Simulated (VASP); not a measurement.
A run of VASP 6.6.1:

Contents of INCAR:

```
ALGO = Normal ; EDIFF = 1E-7
ENCUT = 520 ; GGA = PS
ISIF = 2 ; ISMEAR = 0
LASPH = T ; LCHARG = F
LREAL = F ; LWAVE = F
NBANDS = 24 ; NELM = 100
PREC = Accurate ; SIGMA = 0.1
```

The input KPOINTS:

```
k-points
0
Gamma
  8 8 8
```

File POSCAR:

```
ZrTiCu
1.0
   -1.5396749600      1.5396749600      5.4465077900
    1.5396749600     -1.5396749600      5.4465077900
    1.5396749600      1.5396749600     -5.4465077900
Zr Ti Cu
1 1 1
Direct
    0.3358357700      0.3358357700      0.0000000000
    0.6495401400      0.6495401400      0.0000000000
    0.0146240800      0.0146240800      0.0000000000
```

Potentials or basis: VASP PAW PBE potentials, release 64 (Zr_sv, Ti_sv, Cu).

Run with:

```bash
$ cat potpaw_PBE.64/Zr_sv/POTCAR potpaw_PBE.64/Ti_sv/POTCAR potpaw_PBE.64/Cu/POTCAR > POTCAR
$ mpirun -np 1 vasp_std > vasp.out
```

Hardware: 1 thread of Intel(R) Xeon(R) Platinum 8488C (Sapphire Rapids) (shared host).

Task: How long does it take, and how much memory?

Result: Wall time 3.7 min on 1 thread of Intel(R) Xeon(R) Platinum 8488C (Sapphire Rapids), on a shared host, peak memory 0.36 GiB. Counts: scf iterations 17, k points 59.
